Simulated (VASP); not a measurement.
# SO in VASP: settings compared, part 2 of 2

VASP 6.6.1. The steps go on from the part before.

## 3. Relaxation of the atoms, PBE, collinear spin, ferromagnetic start

Input file INCAR:

```
SYSTEM = SO
ALGO = Fast
EDIFF = 1E-7
EDIFFG = -0.01
ENCUT = 520
GGA = PE
IBRION = 2
ISIF = 2
ISMEAR = 0
ISPIN = 2
ISYM = 0
LASPH = .TRUE.
LCHARG = .FALSE.
LORBIT = 11
LREAL = .FALSE.
LWAVE = .FALSE.
MAGMOM = 1 1
NCORE = 2
NELM = 80
NSW = 30
NUPDOWN = 2
PREC = Accurate
SIGMA = 0.01
```

Input file KPOINTS:

```
k-points
0
G
  1 1 1
  0 0 0
```

Input file POSCAR:

```
SO
1.0
    9.0000000000      0.0000000000      0.0000000000
    0.0000000000      9.5000000000      0.0000000000
    0.0000000000      0.0000000000     10.0000000000
S O
1 1
Direct
    0.5000000000      0.5000000000      0.4260000000
    0.5000000000      0.5000000000      0.5740000000
```

Potentials or basis: VASP PAW PBE potentials, release 64 (S, O).

On the command line:

```console
$ cat potpaw_PBE.64/S/POTCAR potpaw_PBE.64/O/POTCAR > POTCAR
$ mpirun -np 4 vasp_gam > vasp.out
```

OUTCAR:

```text
SYSTEM = SO
   EDIFF = 1E-7
   EDIFFG = -0.01
   ENCUT = 520
   GGA = PE
   IBRION = 2
   ISIF = 2
   ISMEAR = 0
   ISPIN = 2
   ISYM = 0
   LASPH = .TRUE.
   LORBIT = 11
   LREAL = .FALSE.
   NELM = 80
   NSW = 30
   NUPDOWN = 2
   PREC = Accurate

 ion  position               nearest neighbor table
   1  0.500  0.500  0.426-   2 1.48
   2  0.500  0.500  0.574-   1 1.48

IMPORTANT INFORMATION: All symmetrisations will be switched off!
NOSYMM: (Re-)initialisation of all symmetry stuff for point group C_1.

----------------------------------------------------------------------------------------

                                     Primitive cell

  volume of cell :     855.0000

  direct lattice vectors                    reciprocal lattice vectors
     9.000000000  0.000000000  0.000000000     0.111111111  0.000000000  0.000000000
     0.000000000  9.500000000  0.000000000     0.000000000  0.105263158  0.000000000
     0.000000000  0.000000000 10.000000000     0.000000000  0.000000000  0.100000000

  length of vectors
     9.000000000  9.500000000 10.000000000     0.111111111  0.105263158  0.100000000

  position of ions in fractional coordinates (direct lattice)
     0.500000000  0.500000000  0.426000000
     0.500000000  0.500000000  0.574000000

  ion indices of the primitive-cell ions
   primitive index   ion index
                 1           1
                 2           2

----------------------------------------------------------------------------------------

 KPOINTS: k-points

Automatic generation of k-mesh.
 Grid dimensions read from file:
 generate k-points for:    1    1    1

 Generating k-lattice:

  Cartesian coordinates                     Fractional coordinates (reciprocal lattice)
     0.111111111  0.000000000  0.000000000     1.000000000  0.000000000  0.000000000
     0.000000000  0.105263158  0.000000000     0.000000000  1.000000000  0.000000000
     0.000000000  0.000000000  0.100000000     0.000000000  0.000000000  1.000000000

  Length of vectors
     0.111111111  0.105263158  0.100000000

  Shift w.r.t. Gamma in fractional coordinates (k-lattice)
[... 75 lines left out ...]
  ext. energy  EPLUGINS =         0.00000000
  ---------------------------------------------------
  free energy    TOTEN  =        -9.10682305 eV

  energy without entropy =       -9.10682305  energy(sigma->0) =       -9.10682305

------------------------ aborting loop because EDIFF is reached ----------------------------------------

  FORCE on cell =-STRESS in cart. coord.  units (eV):
  Direction    XX          YY          ZZ          XY          YZ          ZX
  --------------------------------------------------------------------------------------
  -------------------------------------------------------------------------------------
  Total       -0.0284212     -0.0316080      1.1458087      0.0000003      0.0000000      0.0000003
  in kB       -0.0532583     -0.0592300      2.1471213      0.0000005      0.0000000      0.0000005
  external PRESSURE =       0.6782110 kB  Pullay stress =       0.0000000 kB
[... 59 lines left out ...]
--------------------------------------- Ionic step        3  -------------------------------------------

 number of electron      12.0000000 magnetization       2.0000000

 Free energy of the ion-electron system (eV)
  ---------------------------------------------------
  ext. energy  EPLUGINS =         0.00000000
  ---------------------------------------------------
  free energy    TOTEN  =        -9.11343384 eV

  energy without entropy =       -9.11343384  energy(sigma->0) =       -9.11343384

 E-fermi :  -9.3259     XC(G=0):  -0.8998

 val. band max:       -5.8583106190   @ k =   0.0000   0.0000   0.0000
 cond. band min:      -4.1318070576   @ k =   0.0000   0.0000   0.0000
 fundamental gap:      1.7265035614
 Fermi energy:        -5.7799395210

 spin component 1

 k-point     1 :       0.0000    0.0000    0.0000
  band No.  band energies     occupation
      1     -26.9111      1.00000
      2     -16.6992      1.00000
      3     -10.8238      1.00000
      4     -10.6480      1.00000
      5     -10.6480      1.00000
      6      -5.8585      1.00000
      7      -5.8583      1.00000
      8      -1.0140      0.00000
      9      -0.3748      0.00000
     10       1.1808      0.00000
     11       1.2138      0.00000
     12       1.2794      0.00000
 Fermi energy:        -9.3259015133

 spin component 2

 k-point     1 :       0.0000    0.0000    0.0000
  band No.  band energies     occupation
      1     -26.0920      1.00000
      2     -15.3425      1.00000
      3     -10.1180      1.00000
      4      -9.4390      1.00000
      5      -9.4389      1.00000
      6      -4.1318      0.00000
      7      -4.1314      0.00000
      8      -0.5512      0.00000
      9      -0.0500      0.00000
     10       1.3624      0.00000
     11       1.4900      0.00000
     12       1.5324      0.00000
[... 27 lines left out ...]
  FREE ENERGIE OF THE ION-ELECTRON SYSTEM (eV)
  ---------------------------------------------------
  free  energy   TOTEN  =        -9.1134338415 eV

  energy  without entropy=       -9.1134338415  energy(sigma->0) =       -9.11343384

 reached required accuracy - stopping structural energy minimisation

 total charge

# of ion       s       p       d       tot
------------------------------------------
    1        1.378   2.229   0.000   3.606
    2        1.604   3.365   0.000   4.970
--------------------------------------------------
tot          2.982   5.594   0.000   8.576

 magnetization (x)

# of ion       s       p       d       tot
------------------------------------------
    1        0.017   0.663   0.000   0.679
    2        0.008   0.595   0.000   0.603
--------------------------------------------------
tot          0.024   1.258   0.000   1.282
```

Wall time 55 s (4 MPI ranks of Intel Xeon 6975P-C (Granite Rapids), shared host); peak memory 0.39 GiB.

What came out:

| Property | Result |
| --- | --- |
| Free energy | -9.1134 eV |
| Energy gained by relaxing | 3.3 meV/atom |
| Ionic steps | 3 |
| Largest force after relaxing | 0.004 eV/Å |
| Net moment | 2.00 μB per cell |
| Site moments | S +0.68; O +0.60 μB |
| Valence electrons inside the program's atomic spheres | S 3.61; O 4.97 |

Forces in eV/Å, atoms in the order of the input:
```
S    0.000  0.000  0.004
O    0.000  0.000 -0.004
```

The path:
| step | energy change (eV) | largest force (eV/Å) | pressure (GPa) |
| --- | --- | --- | --- |
| 1 | 0.0000 | 0.8119 | 0.07 |
| 2 | 0.0730 | 2.4298 | -0.24 |
| 3 | -0.0066 | 0.0042 | -0.01 |

Final structure:
```xyz
2
Lattice="9.0000 0.0000 0.0000 0.0000 9.5000 0.0000 0.0000 0.0000 10.0000" Properties=species:S:1:pos:R:3 pbc="T T T"
S     4.5000    4.7500    4.2517
O     4.5000    4.7500    5.7483
```

Caveat: the total moment is fixed, so each spin has its own Fermi level.

## 4. Relaxation of the atoms, r2SCAN, collinear spin, ferromagnetic start

Input file INCAR:

```
SYSTEM = SO
ALGO = Normal
EDIFF = 1E-7
EDIFFG = -0.01
ENCUT = 520
IBRION = 2
ISIF = 2
ISMEAR = 0
ISPIN = 2
ISYM = 0
LASPH = .TRUE.
LCHARG = .FALSE.
LMIXTAU = .TRUE.
LORBIT = 11
LREAL = .FALSE.
LWAVE = .FALSE.
MAGMOM = 1 1
METAGGA = R2SCAN
NCORE = 2
NELM = 80
NSW = 30
NUPDOWN = 2
PREC = Accurate
SIGMA = 0.01
```

KPOINTS is that of step 3.

POSCAR is that of step 3.

On the command line:

```console
$ cat potpaw_PBE.64/S/POTCAR potpaw_PBE.64/O/POTCAR > POTCAR
$ mpirun -np 4 vasp_gam > vasp.out
```

It took 48 s on 4 MPI ranks of Intel Xeon 6975P-C (Granite Rapids), shared host; peak memory 0.42 GiB.

Results (log left out):

```
Free energy                                           : -14.0782 eV
Net moment                                            : 2.00 μB per cell
Site moments                                          : S +0.69; O +0.64 μB
Valence electrons inside the program's atomic spheres : S 3.61; O 5.01
```

Final structure:
```yaml
crystal:
  lattice:
    - [9.00000, 0.00000, 0.00000]
    - [0.00000, 9.50000, 0.00000]
    - [0.00000, 0.00000, 10.00000]
  atoms:
    - { symbol: S, position: [0.50000, 0.50000, 0.42600] }
    - { symbol: O, position: [0.50000, 0.50000, 0.57400] }
```

Caveat: the relaxation stopped at its first step, so nothing moved; the PAW data sets were made with another functional, which shifts forces and pressure a little; the total moment is fixed, so each spin has its own Fermi level.

## 5. Relaxation of the atoms, PBE0, collinear spin, ferromagnetic start

POSCAR is that of step 4.

Input file INCAR.step1:

```
SYSTEM = SO
ALGO = Normal
EDIFF = 1E-5
ENCUT = 520
GGA = PE
ISMEAR = 0
ISPIN = 2
ISYM = 0
LASPH = .TRUE.
LCHARG = .FALSE.
LORBIT = 11
LREAL = .FALSE.
LWAVE = .TRUE.
MAGMOM = 1 1
NCORE = 2
NELM = 80
NUPDOWN = 2
PREC = Accurate
SIGMA = 0.01
```

Input file INCAR.step2:

```
SYSTEM = SO
AEXX = 0.25
ALGO = Normal
EDIFF = 1E-7
EDIFFG = -0.01
ENCUT = 520
GGA = PE
IBRION = 2
ISIF = 2
ISMEAR = 0
ISPIN = 2
ISTART = 1
ISYM = 0
LASPH = .TRUE.
LCHARG = .FALSE.
LHFCALC = .TRUE.
LORBIT = 11
LREAL = .FALSE.
LWAVE = .FALSE.
MAGMOM = 1 1
NCORE = 2
NELM = 80
NSW = 30
NUPDOWN = 2
PREC = Accurate
PRECFOCK = Normal
SIGMA = 0.01
```

KPOINTS is that of step 4.

On the command line:

```console
$ cat potpaw_PBE.64/S/POTCAR potpaw_PBE.64/O/POTCAR > POTCAR
$ cp INCAR.step1 INCAR
$ mpirun -np 4 vasp_gam > vasp.out
$ cp INCAR.step2 INCAR
$ mpirun -np 4 vasp_gam > vasp.out
```

Wall time 2.8 min (4 MPI ranks of Intel Xeon 6975P-C (Granite Rapids), shared host); peak memory 0.41 GiB.

The run converged. Its results:

```yaml
Free_energy: -13.4446 eV
Energy_gained_by_relaxing: 1.7 meV/atom
Ionic_steps: 3
Net_moment: 2.00 μB per cell
Site_moments: S +0.69; O +0.62 μB
Valence_electrons_inside_the_program's_atomic_spheres: S 3.63; O 5.03
```

Forces on the atoms (eV/Å):
```
S    0.000  0.000 -0.003
O    0.000  0.000  0.003
```

Step by step:
| step | energy change (eV) | largest force (eV/Å) | pressure (GPa) |
| --- | --- | --- | --- |
| 1 | 0.0000 | 0.5877 | -0.07 |
| 2 | 0.0583 | 2.8222 | 0.23 |
| 3 | -0.0033 | 0.0026 | -0.02 |

Final structure:
```
S O
1.0
     9.00000    0.00000    0.00000
     0.00000    9.50000    0.00000
     0.00000    0.00000   10.00000
S O
1 1
Direct
  0.50000 0.50000 0.42656
  0.50000 0.50000 0.57344
```

Caveat: the PAW data sets were made with another functional, which shifts forces and pressure a little; the total moment is fixed, so each spin has its own Fermi level.

## 6. Overview

```csv
level,potentials or basis,grid for exact exchange (PRECFOCK),exchange at q = 0,moment (μB)
LDA,"VASP PAW LDA potentials, release 64 (S, O)",-,-,2.00
PBE,"VASP PAW PBE potentials, release 64 (S, O)",-,-,2.00
r2SCAN,"VASP PAW PBE potentials, release 64 (S, O)",-,-,2.00
PBE0,"VASP PAW PBE potentials, release 64 (S, O)",Normal,default,2.00
```

Alike in all rows: task relaxation of the atoms; spin collinear, ferromagnetic start; fixed moment (μB) 2; cell atoms relaxed; k mesh 1 × 1 × 1; cutoff (eV) 520; smearing gaussian 0.01 eV.

Caveats: the total moment is fixed, so each spin has its own Fermi level; the PAW data sets were made with another functional, which shifts forces and pressure a little (some runs); the relaxation stopped at its first step, so nothing moved (some runs).

Total energies depend on the potentials used, so only differences within one code and one set of settings carry meaning.
